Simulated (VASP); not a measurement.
Output of a VASP run:

### OSZICAR
```
       N       E                     dE             d eps       ncg     rms          rms(c)
DAV:   1     0.244669997573E+02    0.24467E+02   -0.79684E+03  1584   0.124E+03
DAV:   2    -0.224720278377E+02   -0.46939E+02   -0.44525E+02  2058   0.218E+02
DAV:   3    -0.242026086284E+02   -0.17306E+01   -0.16704E+01  2046   0.322E+01
DAV:   4    -0.242186310520E+02   -0.16022E-01   -0.16009E-01  1952   0.307E+00
DAV:   5    -0.242188030221E+02   -0.17197E-03   -0.17196E-03  2044   0.271E-01    0.578E+01
DAV:   6    -0.211214689068E+02    0.30973E+01   -0.20290E+01  1784   0.232E+01    0.412E+01
DAV:   7    -0.210581134169E+02    0.63355E-01   -0.65317E-01  1845   0.618E+00    0.248E+01
DAV:   8    -0.210519520672E+02    0.61613E-02   -0.58133E-02  1767   0.239E+00    0.584E+00
DAV:   9    -0.210456924485E+02    0.62596E-02   -0.30465E-02  1791   0.104E+00    0.186E+00
DAV:  10    -0.210454786387E+02    0.21381E-03   -0.83461E-04  1899   0.255E-01    0.415E-01
DAV:  11    -0.210454658233E+02    0.12815E-04   -0.21513E-04  1820   0.104E-01    0.558E-02
DAV:  12    -0.210454637222E+02    0.21012E-05   -0.68480E-06  1846   0.241E-02    0.677E-02
DAV:  13    -0.210454629127E+02    0.80941E-06   -0.50844E-07   909   0.741E-03
   1 F= -.21045463E+02 E0= -.21045405E+02  d E =-.210455E+02
       N       E                     dE             d eps       ncg     rms          rms(c)
DAV:   1    -0.210512583451E+02   -0.57946E-02   -0.19362E-01  1584   0.427E+00    0.131E+00
DAV:   2    -0.210464636331E+02    0.47947E-02   -0.62416E-03  1608   0.803E-01    0.702E-01
DAV:   3    -0.210446420624E+02    0.18216E-02   -0.56365E-03  1637   0.676E-01    0.449E-01
DAV:   4    -0.210446565616E+02   -0.14499E-04   -0.81877E-05  1948   0.951E-02    0.542E-01
DAV:   5    -0.210446320559E+02    0.24506E-04   -0.32345E-05  1905   0.476E-02    0.764E-02
DAV:   6    -0.210446269563E+02    0.50996E-05   -0.85760E-06  1828   0.183E-02    0.198E-02
DAV:   7    -0.210446270035E+02   -0.47172E-07   -0.19172E-07   822   0.449E-03
   2 F= -.21044627E+02 E0= -.21044559E+02  d E =0.835909E-03
       N       E                     dE             d eps       ncg     rms          rms(c)
DAV:   1    -0.210485538077E+02   -0.39269E-02   -0.78117E-02  1584   0.271E+00    0.826E-01
DAV:   2    -0.210466066463E+02    0.19472E-02   -0.24950E-03  1596   0.509E-01    0.443E-01
DAV:   3    -0.210458746355E+02    0.73201E-03   -0.22613E-03  1628   0.430E-01    0.287E-01
DAV:   4    -0.210458790952E+02   -0.44596E-05   -0.32509E-05  1964   0.600E-02    0.341E-01
DAV:   5    -0.210458778445E+02    0.12506E-05   -0.12411E-05  1905   0.296E-02    0.528E-02
DAV:   6    -0.210458769414E+02    0.90316E-06   -0.37245E-06  1575   0.121E-02
   3 F= -.21045877E+02 E0= -.21045815E+02  d E =-.414029E-03
```

OUTCAR:
```
------------------------ aborting loop because EDIFF is reached ----------------------------------------
  FORCE on cell =-STRESS in cart. coord.  units (eV):
  Direction    XX          YY          ZZ          XY          YZ          ZX
  --------------------------------------------------------------------------------------
  Total        0.0018827      0.0018827      0.0018827      0.0000000      0.0000000      0.0000000
  in kB        0.1202158      0.1202158      0.1202158      0.0000000      0.0000000      0.0000000
  external PRESSURE =       0.1202158 kB  Pullay stress =       0.0000000 kB
  volume of cell :       25.09
      direct lattice vectors                 reciprocal lattice vectors
     0.000000000  2.323639453  2.323639453    -0.215179683  0.215179683  0.215179683
     2.323639453  0.000000000  2.323639453     0.215179683 -0.215179683  0.215179683
     2.323639453  2.323639453 -0.000000000     0.215179683  0.215179683 -0.215179683
 POSITION                                       TOTAL-FORCE (eV/Angst)
 -----------------------------------------------------------------------------------
      0.00000      0.00000      0.00000         0.000000     -0.000000     -0.000000
      2.32364      2.32364      2.32364         0.000000      0.000000      0.000000
 -----------------------------------------------------------------------------------
    total drift:                                0.000000      0.000000      0.000000
  FREE ENERGIE OF THE ION-ELECTRON SYSTEM (eV)
  ---------------------------------------------------
  free  energy   TOTEN  =       -21.0458769414 eV

  energy  without entropy=      -21.0456918888  energy(sigma->0) =      -21.04581526

 reached required accuracy - stopping structural energy minimisation
```
(Selected blocks of OUTCAR.)

File POSCAR:
```
HfC
1
    0.0000000000     2.3200000000     2.3200000000
    2.3200000000     0.0000000000     2.3200000000
    2.3200000000     2.3200000000     0.0000000000
Hf C
1 1
Direct
  0.0000000000   0.0000000000   0.0000000000
  0.5000000000   0.5000000000   0.5000000000
```

Question: Write an INCAR and KPOINTS that could have produced this output.

Answer: One answer among several that fit: the input of the run itself, PBE GGA, plane waves, VASP's PBE PAW potentials (set 64).

### INCAR
```
ALGO=Normal
EDIFF=1E-6
EDIFFG=-0.01
ENCUT=530
GGA=PE
IBRION=2
ISIF=3
ISMEAR=1
LASPH=.TRUE.
LCHARG=.FALSE.
LMAXMIX=6
LREAL=.FALSE.
LWAVE=.FALSE.
NELM=100
NSW=60
PREC=Accurate
SIGMA=0.1
SYSTEM=HfC
```

File KPOINTS:
```
Automatic
0
Gamma
  12 12 12
0 0 0
```

POTCAR, in this order: Hf_pv C (PBE.64 set). Program: vasp_std.

The compound is HfC in the rock salt structure. This run relaxes it. Symmetry was kept, so distortions that lower it aren't found.
